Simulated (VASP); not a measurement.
Given:

```
BN
1.0
    1.25232    -2.16908     0.00000
    1.25232     2.16908     0.00000
    0.00000     0.00000     4.14452
B N
2 2
Direct
  0.66667   0.33333   0.50035
  0.33333   0.66667   0.00035
  0.66667   0.33333   0.87465
  0.33333   0.66667   0.37465
```

The numbers are results of LDA (Ceperley-Alder, Perdew-Zunger), VASP's LDA PAW potentials (set 64) (plane waves; VASP), not measurements. Run with 620 eV cut-off, 10×10×6 Γ-centred mesh, Gaussian smearing of 0.050 eV, potentials B N.

Problem. What does the run give for the energy per atom (σ→0), pressure?

Solution. 
```yaml
energy per atom (σ→0): -9.686 eV/atom
pressure: 10.00 GPa
```

Total energies compare only between runs with the same potentials, cut-off and functional.

The compound is BN in the wurtzite structure, a metastable high-pressure form. It was relaxed first under an external pressure of 10 GPa.
